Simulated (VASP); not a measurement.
Data:

```
CELL_PARAMETERS angstrom
      3.23025     0.00000     0.00000
     -1.61513     2.79748     0.00000
      0.00000     0.00000     9.14413
ATOMIC_POSITIONS crystal
  W  0.33333 0.66667 0.03978
  W  0.66667 0.33333 0.53978
  Te 0.33333 0.66667 0.33522
  Te 0.66667 0.33333 0.83522
```

Level of theory: PBEsol GGA, VASP's PBE PAW potentials (set 64) (plane waves; VASP). Settings: 400 eV cut-off, Gaussian smearing of 0.050 eV, potentials W_sv Te.

Unless said otherwise, spin-orbit coupling is left out, though it shifts the bands of the heavy elements here.

### Question
Predict the band gap (along the path) with the smallest direct gap where there is one.

### Answer

- band gap (along the path) = none (metal, semimetal or under 0.01 eV)

The structure was generated: WTe was put into the wurtzite type (P6_3mc), which need not be its known phase. It was relaxed first, which changed the volume by -50 %.
